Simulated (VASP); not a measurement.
Energy against volume of GaN (wurtzite). Method: PBE GGA with D4 dispersion, VASP's PBE PAW potentials (set 64) (plane waves; VASP 6.6.1). Run with 520 eV cut-off, 8×8×5 Γ-centred mesh, Gaussian smearing of 0.050 eV, potentials Ga_d N.

Shape and ions are relaxed at each volume.

| V (Å³/atom) | E (eV/atom) |
|---|---|
| 10.714 | -6.44985 |
| 11.056 | -6.47026 |
| 11.398 | -6.47680 |
| 11.740 | -6.47150 |

Task: Fit these four points and predict the energy of the run at 12.082 Å³/atom.

Result: A cubic in V^(−2/3), the third-order Birch-Murnaghan form, passes through the four points with V0 = 11.41 Å³/atom and B0 = 184 GPa, and gives -6.4561 eV/atom there. The run gave -6.4562 eV/atom, -0.1 meV/atom from the fit; all five points give B0 = 183 GPa.

The compound is GaN in the wurtzite structure. It was relaxed first.
